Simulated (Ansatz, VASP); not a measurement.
**Cross-check of SiO2 (Quartz) between VASP and Ansatz**

One calculation is typed for both programs; each brings its own data sets and cutoff. How far apart do they land? The cell is taken from a series of VASP runs on this material, whose earlier steps may have relaxed, scaled or displaced it; both programs get it as it stands.

Calculated with Ansatz 0.2.0; plane waves, with VASP 6.6.1 beside it; band structure at LDA, band structure at PBE and band structure at r2SCAN.

### 1. Starting point

Symmetry: P3_121, No. 152, trigonal system. The conventional cell has a = 4.916 Å, b = 4.916 Å, c = 5.409 Å, α = 90.00°, β = 90.00°, γ = 120.00°. Nearest to Si lie 4 O at 1.61 Å. Nearest to O lie 2 Si at 1.61 Å. Farther neighbours and most contacts between anions are not listed.

### 2. Ansatz: band structure, LDA

Ansatz runs on its default PAW (the set named soft_2) files.

Levels along a path test the potential and the projectors away from the mesh points.

input.yaml reads:

```yaml
crystal:
  lattice:
    - [4.9158, 0.0, 0.0]
    - [-2.4579, 4.2572076799, 0.0]
    - [0.0, 0.0, 5.4091]
  atoms:
    - { symbol: Si, position: [0.4692648135, 0.4692648135, 0.0] }
    - { symbol: Si, position: [0.0, 0.5307351865, 0.6666666667] }
    - { symbol: Si, position: [0.5307351865, 0.0, 0.3333333333] }
    - { symbol: O, position: [0.8553402672, 0.2683029818, 0.4517397088] }
    - { symbol: O, position: [0.7316970182, 0.5870372854, 0.7850730422] }
    - { symbol: O, position: [0.4129627146, 0.1446597328, 0.1184063755] }
    - { symbol: O, position: [0.2683029818, 0.8553402672, 0.5482602912] }
    - { symbol: O, position: [0.5870372854, 0.7316970182, 0.2149269578] }
    - { symbol: O, position: [0.1446597328, 0.4129627146, 0.8815936245] }
hamiltonian:
  xc: lda
  pseudopotentials: { kind: paw }
kpoints:
  mp_grid: { grid: [6, 6, 4] }
  band_path:
    path:
      - [0.0, 0.0, 0.0]
      - [0.14286, 0.0, 0.0]
      - [0.28571, 0.0, 0.0]
      - [0.5, 0.0, 0.0]
      - [0.47619, 0.04762, 0.0]
      - [0.40476, 0.19048, 0.0]
      - [0.35714, 0.28571, 0.0]
      - [0.33333, 0.33333, 0.0]
      - [0.28571, 0.28571, 0.0]
      - [0.19048, 0.19048, 0.0]
      - [0.04762, 0.04762, 0.0]
      - [0.0, 0.0, 0.0]
      - [0.0, 0.0, 0.14286]
      - [0.0, 0.0, 0.35714]
      - [0.0, 0.0, 0.5]
      - [0.14286, 0.0, 0.5]
      - [0.28571, 0.0, 0.5]
      - [0.5, 0.0, 0.5]
      - [0.47619, 0.04762, 0.5]
      - [0.40476, 0.19048, 0.5]
      - [0.35714, 0.28571, 0.5]
      - [0.33333, 0.33333, 0.5]
      - [0.19048, 0.19048, 0.5]
      - [0.09524, 0.09524, 0.5]
      - [0.5, 0.0, 0.5]
      - [0.5, 0.0, 0.35714]
      - [0.5, 0.0, 0.14286]
      - [0.5, 0.0, 0.0]
      - [0.33333, 0.33333, 0.14286]
      - [0.33333, 0.33333, 0.28571]
      - [0.33333, 0.33333, 0.5]
    npoints: 1
scf:
  occupations: { method: gaussian, width: 0.03 }
  n_extra_bands: 10
output:
  forces: true
  stress: true
  eigenvalues: true
  write_density: true
  write_potential: true
  elf: true
  volumetric_format: npy
```

Run with:

```
$ ansatz run input.yaml --threads 4 --pin off --max-ram 9216MiB --backend cpu --events-out ev --progress --plain --runs-dir out
```

Numbers of over 12 decimals in the logs are rounded to 6 here.

Output:

```text
scf.n_extra_bands = 10 over 24 filled bands (N_el = 48.0): the run solves 34 bands
Engine: ansatz 0.2.0, x86_64-unknown-linux-gnu
Pseudopotentials: kind: paw
Pseudopotential: Si, paw, valence charge 4, recommended cutoff 420 eV (normal), Si.paw.azcp
Pseudopotential: O, paw, valence charge 6, recommended cutoff 420 eV (normal), O.paw.azcp
Functional definition: SPW92
  exchange = slater_x
  correlation = pw_c
Crystal: 9 atoms, lattice volume = 113.199 Å³
Basis set: ecut = 420 eV, 2209 PW (Γ)
Bands: 34, of which v1, the nominal top of the filled ones, is band 24 counted from 1 (23 counted from 0)
Symmetry: 6 space group operations
Space group: P3121 (ITA 152), of the structure as read, at distance tolerance 4.8e-5 Å
k-points: 24 of 144 (time reversal used)
Non-local potential: Si, projectors of the file, l = 0: 2, l = 1: 2, l = 2: 2
Non-local potential: O, projectors of the file, l = 0: 2, l = 1: 2, l = 2: 1
PAW form: soft (Blöchl's): semilocal exchange-correlation on the pseudo side does not see the compensation charge
PAW frozen core: Si, regenerated for the run's functional, and the local potential with it (the file was generated under x = pbe(κ = 0.804, μ = 0.219515), c = pbe(β = 0.066725))
PAW frozen core: O, regenerated for the run's functional, and the local potential with it (the file was generated under x = pbe(κ = 0.804, μ = 0.219515), c = pbe(β = 0.066725))
PAW one-centre angular grid: Si, 110 points (default); XC on 64 Gauss nodes
PAW one-centre angular grid: O, 110 points (default); XC on 64 Gauss nodes
Initial density: superposition of atomic densities (neutral atoms: chi_scale 0, normalization atom), corrected by the library's trained network
Initial wavefunctions: pseudopotential atomic-orbital guess
Functional: x = slater, c = lda
SCF iter   1: F=—  HF=-5168.208500 eV  |F-HF|=—  |Δ(HF+E_count)|=         —  Δρ=1.39e-2  dr2=1.95e-1  ethr=1.77e-3  ⟨swp⟩=6.8  Hψ=4319  notcnv=0  defer=13
preconditioner: auto → Resta (q_TF=auto, 2.365 Å⁻¹)  ε∞=3.1  [insulator: Δε(μ)=5.571 eV  Ē_g=16.757 eV  σ=0.030 eV  W_gap=1.00  n_scr=22 (ndim 8)  ℏωp=24.2 eV  f_vac=0.112  D(μ)=0.00/eV (n_scr^D=0)  ε∞_Penn≈3.1]
SCF iter   2: F=—  HF=-5168.153231 eV  |F-HF|=—  |Δ(HF+E_count)|=   5.53e-2  Δρ=3.64e-3  dr2=5.58e-3  ethr=4.06e-4  ⟨swp⟩=2.1  Hψ=1549  notcnv=0  defer=91
SCF iter   3: F=—  HF=-5168.151838 eV  |F-HF|=—  |Δ(HF+E_count)|=   1.39e-3  Δρ=1.72e-3  dr2=2.05e-3  ethr=1.16e-5  ⟨swp⟩=2.4  Hψ=1180  notcnv=0  defer=91
SCF iter   4: F=—  HF=-5168.151291 eV  |F-HF|=—  |Δ(HF+E_count)|=   5.47e-4  Δρ=1.52e-4  dr2=3.21e-5  ethr=4.27e-6  ⟨swp⟩=2.0  Hψ=1157  notcnv=0  defer=91
SCF iter   5: F=—  HF=-5168.151305 eV  |F-HF|=—  |Δ(HF+E_count)|=   1.37e-5  Δρ=2.74e-5  dr2=6.92e-7  ethr=6.69e-8  ⟨swp⟩=3.0  Hψ=1395  notcnv=0  defer=91
SCF iter   6: F=-5168.151305 eV  HF=-5168.151305 eV  |F-HF|=3.19e-8  |Δ(HF+E_count)|=   3.30e-7  Δρ=5.18e-6  dr2=2.63e-8  ethr=2.08e-10  ⟨swp⟩=15.6  Hψ=6221  notcnv=0
SCF 1 converged in 6 iterations: F = -5168.151305 eV  dr2 = 2.63e-8
  greatest PAW one-centre occupation: 0.857 electrons in one spin orbital (limit 2), on the O atom at site 4 (counted from 0), in its partial waves of l = 0
NSCF: frozen V_eff on 31 k-points
SCF converged after 6 iterations
Free energy (F): -5168.151305 eV
Harris-Foulkes:  -5168.151305 eV  (|F-HF|=3.19e-8)
Internal energy: -5168.151305 eV  (E = F + TS)
E sigma→0 (E₀):  -5168.151305 eV
Fermi energy:    5.059453 eV
--- Per-component energies (eV) ---
  E_band       = -219.236250
  E_kinetic    = 1201.312097
  E_local      = -2950.198471  (includes V_loc(G=0)·N_el)
  E_nonlocal   = 376.481980
  E_hartree    = 1048.270883
  E_xc         = -602.382424
  E_vxc        = -704.949298  (∫ρ·V_xc dr)
  E_paw        = -2349.067325  (= ΣΔE_a)
  E_vpaw       = -238.440883  (= ΣTr[D̂ρ^β])
  E_aug_tail   = 0.015933  (compensation charges beyond the density's cutoff)
  E_ewald      = -1893.418500
  E_core_change = 0.834521  (= ΣΔE_core)
  E_smearing   = -0.000000  (= −TS)
  E_closure    = 0.000000  (closes the sum)
  Σ components = -5168.151305   (vs F -5168.151305, Δ=0.00e0)
--- Forces (eV/Å), atoms counted from 1 ---
  atom   1  Si    -0.00077557    -0.00134333     0.00000000
  atom   2  Si    -0.00077557     0.00134333     0.00000000
  atom   3  Si     0.00155115    -0.00000000     0.00000000
  atom   4  O     -0.02593187    -0.00070641     0.00235073
  atom   5  O      0.01357771    -0.02210445     0.00235073
  atom   6  O      0.01235416     0.02281087     0.00235073
  atom   7  O      0.01235416    -0.02281087    -0.00235073
  atom   8  O     -0.02593187     0.00070641    -0.00235073
  atom   9  O      0.01357771     0.02210445    -0.00235073
  max |Σ_I F_I| component: 3.82e-17 eV/Å
--- Stress (GPa, compression-positive) ---
       -1.178351       0.000000       0.000000
        0.000000      -1.178351       0.000000
        0.000000       0.000000      -1.166803
  P = ⅓ Tr σ = -1.1745 GPa (-11.745 kbar)
--- Band table (eV; the first three rows and the last of 24) ---
  k-point 0: bands = [... 20 lower, 1.1702, 1.4896, 1.8735, 1.8735, 7.9246, 11.2056, 11.2056, 11.6828, ... 6 higher]
  k-point 1: bands = [... 20 lower, 1.0909, 1.6453, 1.9706, 2.0963, 8.5248, 11.0645, 11.1203, 11.1571, ... 6 higher]
  k-point 2: bands = [... 20 lower, 0.9558, 1.9734, 1.9734, 2.1078, 9.8709, 9.8709, 10.8942, 11.6695, ... 6 higher]
  k-point 23: bands = [... 20 lower, 1.2486, 1.4218, 1.6036, 1.6036, 11.0229, 11.6581, 11.6581, 12.0090, ... 6 higher]
```

Elapsed: 2 s, on 4 threads of Intel Xeon 6975P-C (Granite Rapids), shared host; peak memory 0.48 GiB.

In the SCF lines HF is the Harris–Foulkes energy and dr2 the Hartree energy of the density residual, in eV; the loop may stop once dr2 is under the threshold and the program's other checks hold. Hψ counts applications of the Hamiltonian.

### 3. VASP: band structure, LDA

The same cell, functional (in two slightly different forms), mesh and smearing now go to VASP, with its own data sets and cutoff.

Lines of VASP's logs that name or quote its potential files are left out, and so is its time.

INCAR reads:

```
SYSTEM = SiO2
PREC = Accurate
ENCUT = 460
EDIFF = 1E-06
NELM = 100
ISMEAR = 0
SIGMA = 0.03
LREAL = .FALSE.
ALGO = Normal
GGA = CA
NBANDS = 46
LORBIT = 11
LWAVE = .FALSE.
LCHARG = .FALSE.
KPAR = 16
LASPH = .TRUE.
```

POSCAR reads:

```
SiO2
1.0
    4.9158000000      0.0000000000      0.0000000000
   -2.4579000000      4.2572076799      0.0000000000
    0.0000000000      0.0000000000      5.4091000000
Si O
3 6
Direct
    0.4692648135      0.4692648135      0.0000000000
    0.0000000000      0.5307351865      0.6666666667
    0.5307351865      0.0000000000      0.3333333333
    0.8553402672      0.2683029818      0.4517397088
    0.7316970182      0.5870372854      0.7850730422
    0.4129627146      0.1446597328      0.1184063755
    0.2683029818      0.8553402672      0.5482602912
    0.5870372854      0.7316970182      0.2149269578
    0.1446597328      0.4129627146      0.8815936245
```

KPOINTS reads:

```
Automatic mesh
0
Gamma
6 6 4
0 0 0
```

KPOINTS_OPT reads:

```
Line mode
8
Line-mode
Reciprocal
  0.00000000   0.00000000   0.00000000 GAMMA
  0.50000000   0.00000000   0.00000000 M

  0.50000000   0.00000000   0.00000000 M
  0.33333333   0.33333333   0.00000000 K

  0.33333333   0.33333333   0.00000000 K
  0.00000000   0.00000000   0.00000000 GAMMA

  0.00000000   0.00000000   0.00000000 GAMMA
  0.00000000   0.00000000   0.50000000 A

  0.00000000   0.00000000   0.50000000 A
  0.50000000   0.00000000   0.50000000 L

  0.50000000   0.00000000   0.50000000 L
  0.33333333   0.33333333   0.50000000 H

  0.33333333   0.33333333   0.50000000 H
  0.00000000   0.00000000   0.50000000 A

  0.50000000   0.00000000   0.50000000 L
  0.50000000   0.00000000   0.00000000 M

  0.33333333   0.33333333   0.00000000 K
  0.33333333   0.33333333   0.50000000 H
```

Potentials, in the order of the species: Si and O (LDA family, release 64).

Run with:

```
$ mpirun -np 16 vasp_std
```

Output:

```text
[banner, memory and clock lines left out]
running   16 mpi-ranks, on    1 nodes
 distrk:  each k-point on    1 cores,   16 groups
 distr:  one band on    1 cores,    1 groups

 POSCAR found type information on POSCAR SiO
 POSCAR found :  2 types and       9 ions
|                                                                             |
|           W    W    AA    RRRRR   N    N  II  N    N   GGGG   !!!           |
|           W    W   A  A   R    R  NN   N  II  NN   N  G    G  !!!           |
|           W    W  A    A  R    R  N N  N  II  N N  N  G       !!!           |
|           W WW W  AAAAAA  RRRRR   N  N N  II  N  N N  G  GGG   !            |
|           WW  WW  A    A  R   R   N   NN  II  N   NN  G    G                |
|           W    W  A    A  R    R  N    N  II  N    N   GGGG   !!!           |
|                                                                             |
|     For optimal performance we recommend to set                             |
|       NCORE = 2 up to number-of-cores-per-socket                            |
|     NCORE specifies how many cores store one orbital (NPAR=cpu/NCORE).      |
|     This setting can greatly improve the performance of VASP for DFT.       |
|     The default, NCORE=1 might be grossly inefficient on modern             |
|     multi-core architectures or massively parallel machines. Do your        |
|     Unfortunately you need to use the default for GW and RPA                |
|     calculations (for HF NCORE is supported but not extensively tested      |
|     yet).                                                                   |
|                                                                             |

 LDA part: xc-table for (Slater(with rela. corr.)+CA(PZ))
 , standard interpolation
 POSCAR, INCAR and KPOINTS ok, starting setup
 FFT: planning ... GRIDC
 FFT: planning ... GRID_SOFT
 FFT: planning ... GRID
 WAVECAR not read
 entering main loop
       N       E                     dE             d eps       ncg     rms          rms(c)
DAV:   1     0.196239830762E+03    0.19624E+03   -0.22624E+04  2208   0.882E+02
DAV:   2    -0.747133962859E+02   -0.27095E+03   -0.26177E+03  2668   0.232E+02
DAV:   3    -0.877195533229E+02   -0.13006E+02   -0.12916E+02  2696   0.493E+01
DAV:   4    -0.878241512692E+02   -0.10460E+00   -0.10457E+00  2530   0.496E+00
DAV:   5    -0.878251625279E+02   -0.10113E-02   -0.10112E-02  2702   0.460E-01    0.259E+01
DAV:   6    -0.781790440244E+02    0.96461E+01   -0.22385E+01  2376   0.230E+01    0.134E+01
DAV:   7    -0.780348822484E+02    0.14416E+00   -0.84376E-01  2502   0.374E+00    0.444E+00
DAV:   8    -0.779469242735E+02    0.87958E-01   -0.49654E-02  2656   0.127E+00    0.175E+00
DAV:   9    -0.779294171879E+02    0.17507E-01   -0.16934E-02  2646   0.727E-01    0.249E-01
DAV:  10    -0.779298139492E+02   -0.39676E-03   -0.71076E-04  2468   0.118E-01    0.747E-02
DAV:  11    -0.779298274818E+02   -0.13533E-04   -0.68390E-05  2600   0.454E-02    0.740E-03
DAV:  12    -0.779298273348E+02    0.14691E-06   -0.52645E-06  2622   0.989E-03
   1 F= -.77929827E+02 E0= -.77929827E+02  d E =-.561824E-23
 Start KPOINTS_OPT (optional k-point list driver)
k-point batch [1-24\72]
       N       E                     dE             ncg
DAV:   1    -0.475767067837E+03   -0.18726E+05     2208
DAV:   2    -0.651918129633E+04   -0.60434E+04     2690
DAV:   3    -0.682717570642E+04   -0.30799E+03     2752
DAV:   4    -0.682967009069E+04   -0.24944E+01     2576
DAV:   5    -0.682969572622E+04   -0.25636E-01     2700
DAV:   6    -0.682969614227E+04   -0.41605E-03     2672
DAV:   7    -0.682969615081E+04   -0.85455E-05     2428
DAV:   8    -0.682969615113E+04   -0.31429E-06     1920
[...]
k-point batch [49-72\72]
       N       E                     dE             ncg
DAV:   1    -0.422151801505E+03   -0.28675E+05     2216
DAV:   2    -0.653255276766E+04   -0.61104E+04     2672
DAV:   3    -0.682907246604E+04   -0.29652E+03     2722
DAV:   4    -0.683148512584E+04   -0.24127E+01     2604
DAV:   5    -0.683151000594E+04   -0.24880E-01     2666
DAV:   6    -0.683151041597E+04   -0.41003E-03     2730
DAV:   7    -0.683151042461E+04   -0.86342E-05     2412
DAV:   8    -0.683151042491E+04   -0.29960E-06     1986
```

From OUTCAR (step 3):

```text
ion  position               nearest neighbor table
   1  0.469  0.469  0.000-   6 1.61   9 1.61   8 1.61   5 1.61   3 3.06   3 3.06   2 3.06   2 3.06

  LATTYP: Found a hexagonal cell.
 ALAT       =     4.9158000000
 C/A-ratio  =     1.1003498922

 Subroutine GETGRP returns: Found  6 space group operations
 (whereof  2 operations were pure point group operations)

The static configuration has the point symmetry C_2 .
 The point group associated with its full space group is D_3 .

 Found     24 irreducible k-points:

   k-points           NKPTS =     24   k-points in BZ     NKDIM =     24   number of bands    NBANDS=     46

   dimension x,y,z NGX =    36 NGY =   36 NGZ =   40
   dimension x,y,z NGXF=    72 NGYF=   72 NGZF=   80

   ENCUT  =  460.0 eV  33.81 Ry    5.81 a.u.   8.60  8.60  9.46*2*pi/ulx,y,z

   NELECT =      48.0000    total number of electrons

 k-points in reciprocal lattice and weights: Automatic mesh
   0.00000000  0.00000000  0.00000000       0.007
   0.16666667  0.00000000  0.00000000       0.042
   0.33333333 -0.00000000  0.00000000       0.042
   0.50000000  0.00000000  0.00000000       0.021
   0.16666667  0.16666667  0.00000000       0.042
   0.33333333  0.16666667  0.00000000       0.083
   0.33333333  0.33333333  0.00000000       0.014
   0.00000000  0.00000000  0.25000000       0.014
   0.16666667  0.00000000  0.25000000       0.042
[...]
0.33333333  0.16666667  0.50000000       0.083
   0.33333333  0.33333333  0.50000000       0.014

 average (electrostatic) potential at core
       1 -88.1358       2 -88.1358       3 -88.1358       4 -73.5358       5 -73.5359
       6 -73.5359       7 -73.5358       8 -73.5359       9 -73.5359

 E-fermi :   1.0448

 k-point     1 :       0.0000    0.0000    0.0000
  band No.  band energies     occupation
    ...
     20      -0.1793      2.00000
     21      -0.1793      2.00000
     22       0.1391      2.00000
     23       0.5175      2.00000
     24       0.5175      2.00000
     25       6.5762      0.00000
     26       9.8314      0.00000
     27       9.8314      0.00000
     28      10.3151      0.00000
     29      10.3151      0.00000
    ...

 k-point     2 :       0.1667    0.0000    0.0000
  band No.  band energies     occupation
    ...
     20      -0.2380      2.00000
     21      -0.1770      2.00000
     22       0.0400      2.00000
     23       0.5764      2.00000
     24       0.6110      2.00000
     25       7.0018      0.00000
     26       9.8205      0.00000
     27       9.8846      0.00000
     28      10.3436      0.00000
     29      10.4545      0.00000
    ...

 k-point     3 :       0.3333   -0.0000    0.0000
  band No.  band energies     occupation
    ...
     20      -0.2776      2.00000
     21      -0.1967      2.00000
     22       0.0062      2.00000
     23       0.5957      2.00000
     24       0.7508      2.00000
     25       8.0022      0.00000
     26       9.8819      0.00000
     27       9.9786      0.00000
     28      10.4584      0.00000
     29      10.8020      0.00000
    ...

  Total       -0.7875839     -0.7875839     -0.7490442      0.0000000      0.0000000      0.0000000
  in kB      -11.1471380    -11.1471380    -10.6016622      0.0000000      0.0000000      0.0000000
  external PRESSURE =     -10.9653127 kB  Pullay stress =       0.0000000 kB

  energy-cutoff  :      460.00
  volume of cell :      113.20
      direct lattice vectors                 reciprocal lattice vectors
     4.915800000  0.000000000  0.000000000     0.203425689  0.117447876  0.000000000
    -2.457900000  4.257207680  0.000000000     0.000000000  0.234895752  0.000000000
     0.000000000  0.000000000  5.409100000     0.000000000  0.000000000  0.184873639

 POSITION                                       TOTAL-FORCE (eV/Angst)
 -----------------------------------------------------------------------------------
      1.15341      1.99776      0.00000        -0.009111     -0.015780     -0.000000
     -1.30449      2.25945      3.60607        -0.009111      0.015780     -0.000000
      2.60899      0.00000      1.80303         0.018222      0.000000     -0.000000
      3.54522      1.14222      2.44351        -0.005952      0.007196     -0.010624
      2.15400      2.49914      4.24654        -0.003256     -0.008752     -0.010624
      1.67448      0.61585      0.64047         0.009207      0.001556     -0.010624
     -0.78342      3.64136      2.96559         0.009207     -0.001556      0.010624
      1.08732      3.11499      1.16256        -0.005952     -0.007196      0.010624
     -0.30390      1.75807      4.76863        -0.003256      0.008752      0.010624
 -----------------------------------------------------------------------------------
    total drift:                                0.000013      0.000022     -0.000001

  FREE ENERGIE OF THE ION-ELECTRON SYSTEM (eV)
  ---------------------------------------------------
  free  energy   TOTEN  =       -77.9298273348 eV

  energy  without entropy=      -77.9298273348  energy(sigma->0) =      -77.92982733

 total charge
# of ion       s       p       d       tot
------------------------------------------
    1        0.654   1.025   0.000   1.679
    2        0.654   1.025   0.000   1.679
    3        0.654   1.025   0.000   1.679
    4        1.547   3.686   0.000   5.234
    5        1.547   3.686   0.000   5.234
    6        1.547   3.686   0.000   5.234
    7        1.547   3.686   0.000   5.234
    8        1.547   3.686   0.000   5.234
    9        1.547   3.686   0.000   5.234
--------------------------------------------------
tot         11.245  25.192   0.000  36.437

[... 3 further parts left out ...]
```

The run ends at a pressure of -1.10 GPa, with forces up to 0.018 eV/Å.

[end of part 1 of 3]

[Lines on the potential files, build, host, timing and source positions are cut from VASP's logs without a mark.]

[Logs are printed without paths, hosts, clocks, repeated set-up lines and the standing remarks that a program may print on its own settings, such as how far it seeks lower states.]

[Hosts, paths, dates, database ids (printed as entryN), source tags and the programs' standing remarks are cut or masked in the printed files.]
